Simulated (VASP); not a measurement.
Data:

```
GaSb
1.0
    0.00000     3.10096     3.10096
    3.10096     0.00000     3.10096
    3.10096     3.10096     0.00000
Ga Sb
1 1
Direct
  0.00000   0.00000   0.00000
  0.25000   0.25000   0.25000
```

Computed with revPBE GGA, VASP's PBE PAW potentials (set 64) (plane waves; VASP). Run with 520 eV cut-off, 10×10×10 Γ-centred mesh, first-order Methfessel-Paxton smearing of 0.10 eV, potentials Ga_d Sb.

Unless said otherwise, spin-orbit coupling is left out, though it shifts the bands of the heavy elements here.

Question: What does the run give for the energy per atom (σ→0), pressure, band gap (on the k-mesh) with the smallest direct gap where there is one?

Answer: 
```yaml
band gap (on the k-mesh): none (metal, semimetal or under 0.01 eV)
energy per atom (σ→0): -3.400 eV/atom
pressure: 1.39 GPa
```

Total energies compare only between runs with the same potentials, cut-off and functional.

The compound is GaSb in the zinc blende structure. This cell is one point of a volume scan, at 0.97 of the reference volume.
